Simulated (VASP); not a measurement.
**Al3Sc: energy against volume**

Al3Sc (L1_2, Pm-3m, 17.311 Å³/atom and stress up to 0.02 GPa in the relaxed cell, cube axes along x, y and z) under an equal strain ε along all three axes. PBE in VASP (plane waves, PAW), 480 eV, 12×12×12 Γ-centred mesh, Methfessel-Paxton smearing 0.10 eV; ions are relaxed, or left where forces stay under 0.02 eV/Å, within the symmetry of each cell.

Here V stands for volume and E for E less E0.

```csv
volume (Å³/atom),E less E0 (meV/atom),pressure (GPa)
15.7989,?,?
16.2925,18.07,5.95
16.5432,10.01,4.30
16.7964,4.39,2.76
17.0522,1.09,1.32
17.3105,0.00,-0.02
17.5715,1.02,-1.28
17.8351,4.04,-2.45
18.1012,8.98,-3.55
18.3701,15.76,-4.58
```

Fit E against V with the third-order Birch-Murnaghan form, a cubic in V^(-2/3), and predict the withheld value at V = 15.7989.

With u = V^(-2/3) - 0.150, the rows have u = 0.005599, 0.004023, 0.002472, 0.000943, -0.000562, -0.002046, -0.003507, -0.004946, -0.006365. Least squares gives E = 0.155 + 544.7·u + 472525·u² + 286934·u³. Residuals (row less fit): 0.002, -0.003, -0.003, 0.001, 0.002, 0.004, -0.004, -0.006, 0.002; standard error 0.004 (degrees of freedom: 5). Its minimum lies at u = -0.000577, so V0 = (0.149423)^(-3/2) = 17.31. There d²E/du² = 944100 and d³E/du³ = 1722000, so B0 = (4/9) × 17.31^(-7/3) × 944100 × 0.160218 = 86.7 GPa (the last factor turns the table's units into GPa), and B0' = 4 + (2/3) × 0.149423 × (1722000)/944100 = 4.2. B0' rests on the cubic coefficient alone and has a standard error of 0.1 from these residuals. At the withheld row, u = 0.008824, so E = 0.155 + 544.7 × 0.008824 + 472525 × 0.008824² + 286934 × 0.008824³ = 41.951 meV/atom. The calculation gives 41.94 meV/atom, 0.011 meV/atom below the prediction (0.0 % of the range of E in the table). The row lies outside the fitted rows, so this is an extrapolation. The scatter of the fitted rows lies at the last printed digit.

In a metal these values are sensitive to mesh and smearing; energies are taken to zero smearing, stresses follow the free energy. The runs aren't spin-polarised. Other structures, which can take over under pressure, weren't tried. The same form fitted to the pressure column gives B0' = 4.2; series where the two differ by over 0.4 aren't shown. Rows are the converged runs of the series near zero and its far end, less any whose ions stayed unrelaxed beside relaxed ones; series whose fitted rows scatter by over a few per cent of the range, as at a crossing or softening among them, aren't shown in this form.
